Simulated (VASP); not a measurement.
```xyz
2
Lattice="4.1340 0.0000 0.0000 0.0000 4.1340 0.0000 0.0000 0.0000 4.1340" Properties=species:S:1:pos:R:3 pbc="T T T"
La     0.0000     0.0000     0.0000
Si     2.0670     2.0670     2.0670
```

These are PBEsol GGA, VASP's PBE PAW potentials (set 64) (plane waves; VASP) values and carry that method's errors. Settings: 400 eV cut-off, 8×8×8 Γ-centred mesh, first-order Methfessel-Paxton smearing of 0.10 eV, potentials La Si.

Energy and stress use the plane-wave basis of the starting cell.

**Question.** The ions, cell shape and volume are relaxed. Predict the relaxed structure.

**Answer.** 
```xyz
2
Lattice="3.6606 0.0000 0.0000 0.0000 3.6606 0.0000 0.0000 0.0000 3.6606" Properties=species:S:1:pos:R:3 pbc="T T T"
La     0.0000     0.0000     0.0000
Si     1.8303     1.8303     1.8303
```
Space group Pm-3m (221), at a tolerance of 0.03 Å.

**Question.** How do energy and volume change from the first to the last step?

**Answer.** The energy (σ→0) changes by -545.0 meV/atom and the volume by -30.6 %, in 16 ionic steps.

The structure was generated: LaSi was put into the CsCl type type (Pm-3m), which need not be its known phase. This run relaxes it. Symmetry was kept, so distortions that lower it aren't found. The electron count is odd and the run is not spin-polarised, which forces a metal.
